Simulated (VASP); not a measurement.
Set up this calculation in VASP 6.6.1, as the native input.

```
Task                   : electrostatic potential
Functional             : PBE
Potentials or basis    : VASP PAW PBE potentials, release 64 (Y_sv)
Cutoff                 : 230 eV
k mesh                 : 14 × 14 × 8
Occupations            : methfessel-paxton, width 0.1 eV
Spin                   : no spin polarisation
Further INCAR settings : ALGO = Normal; EDIFF = 1e-06
```

The structure of Y lies in POSCAR:

```
Y                                       
1.0
    3.6427443052      0.0000000000      0.0000000000
   -1.8213721526      3.1547091040      0.0000000000
    0.0000000000     -0.0000000000      5.6488111027
  Y             
     2
Direct
     0.3333333300000021    0.6666666699999979    0.2500000000000000
     0.6666666699999979    0.3333333300000021    0.7500000000000000
```

The cell was built by a generator and needn't be a form met in nature.

One way to write it, as run:

INCAR

```
  PREC = Accurate
  ENCUT = 230
  EDIFF = 1E-6
  ISMEAR = 1
  SIGMA = 0.1
  LREAL = F
  LASPH = T
  NELM = 100
  ALGO = Normal
  ISIF = 2
  LWAVE = F
  LCHARG = T
  GGA = PE
  LVHAR = T
```

KPOINTS

```
regular mesh
0
Gamma
  14 14 8
```

Potentials or basis: VASP PAW PBE potentials, release 64 (Y_sv).

Run with:

```sh
$ cat potpaw_PBE.64/Y_sv/POTCAR > POTCAR
$ mpirun -np 1 vasp_std > vasp.out
```

Results of the run:

| Item | Value |
| --- | --- |
| Band gap on the k mesh | none (metal or under the smearing width) |

Wall time 26 s on 1 thread of AMD EPYC 7R13 Processor (Zen 3), on a shared host, peak memory 0.12 GiB.
